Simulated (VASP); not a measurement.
Data:

```
HgTe
1.0
    0.00000     3.23000     3.23000
    3.23000     0.00000     3.23000
    3.23000     3.23000     0.00000
Hg Te
1 1
Direct
  0.00000   0.00000   0.00000
  0.25000   0.25000   0.25000
```

These are PBE GGA, VASP's PBE PAW potentials (set 64) (plane waves; VASP) values and carry that method's errors. Settings: 350 eV cut-off, 7×7×7 Γ-centred mesh, Gaussian smearing of 0.050 eV, potentials Hg Te.

Energy and stress use the plane-wave basis of the starting cell.

Problem. The ions, cell shape and volume are relaxed. What does this cell relax into?

Solution. 
```
HgTe
1.0
    0.00000     3.31852     3.31852
    3.31852     0.00000     3.31852
    3.31852     3.31852     0.00000
Hg Te
1 1
Cartesian
  0.00000   0.00000   0.00000
  1.65926   1.65926   1.65926
```
Space group F-43m (216), at a tolerance of 0.03 Å.

Problem. How do energy and volume change from the first to the last step?

Solution. The energy (σ→0) changes by -29.7 meV/atom and the volume by +8.4 %, in 3 ionic steps.

The compound is HgTe in the zinc blende structure. This run relaxes it. Symmetry was kept, so distortions that lower it aren't found.
